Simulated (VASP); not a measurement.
Set up this calculation in VASP 6.6.1, as the native input.

| Item | Value |
| --- | --- |
| Task | single point |
| Functional | PBE |
| Potentials or basis | VASP PAW PBE potentials, release 64 (Be, B) |
| Cutoff | 520 eV |
| k mesh | 2 × 3 × 2 |
| Occupations | fermi-dirac, width 0.1 eV |
| Spin | no spin polarisation |
| Dipole correction | no |
| Further INCAR settings | LREAL = Auto; ALGO = Fast; EDIFF = 1e-06; NBANDS = 32 |

The structure of Be16B (a cell with a defect) lies in POSCAR:

```
Be16B
1.0
   -2.2900000000     -3.9663960000      0.0000000000
    3.4350000000     -1.9831980000      0.0000000000
    0.0000000000      0.0000000000      7.1768600000
Be B
16 1
Direct
    0.8005272201      0.4425639983      0.0198833473
    0.5500686336      0.3591723933      0.2602809585
    0.7891822600      0.4075188866      0.5005810340
    0.5131568186      0.3041132793      0.7742243823
    0.3468461271      0.0912016393      0.0217643928
    0.2844358980      0.8285176729      0.2980272710
    0.5366564069     -0.0612101392      0.5235576561
    0.2590674664      0.8195529834      0.7748513974
    0.2862785707      0.5683778535      0.0394183529
    0.0473558149      0.2542197427      0.2721803128
    0.2690936641      0.4430056742      0.5159359386
   -0.0049516870      0.2369608841      0.7861376702
   -0.0623588072     -0.0640179530      0.0398920977
    0.8828260635      0.7272406653      0.2814044025
    0.0346022841     -0.0679944016      0.5308588993
    0.7193741891      0.7576031712      0.7942191989
    0.6023849813      0.7744575276      0.1330526163
```

The cell was built by a generator and needn't be a form met in nature.

One way to write it, as run:

INCAR

```
SYSTEM = Be16B
PREC = Accurate ; ENCUT = 520
EDIFF = 1E-6 ; ISMEAR = -1
SIGMA = 0.1 ; LREAL = Auto
LASPH = .TRUE. ; NELM = 100
ALGO = Fast ; ISIF = 2
LWAVE = .FALSE. ; LCHARG = .FALSE.
GGA = PE ; NBANDS = 32
```

KPOINTS

```
Automatic mesh
0
G
  2 3 2
  0 0 0
```

Potentials or basis: VASP PAW PBE potentials, release 64 (Be, B).

Launch:

```bash
$ cat potpaw_PBE.64/Be/POTCAR potpaw_PBE.64/B/POTCAR > POTCAR
$ mpirun -np 1 vasp_std > vasp.out
```

It gave:

* Pressure: 12.8 GPa
* Largest force: 2.255 eV/Å
* Band gap on the k mesh: none (metal or under the smearing width)

Caveat: the k mesh is coarse (spacing up to 0.69 Å⁻¹), so the values aren't converged.

Run time: 32 s on 1 thread of Intel(R) Xeon(R) 6975P-C (Granite Rapids) (shared host), peak memory 0.22 GiB.
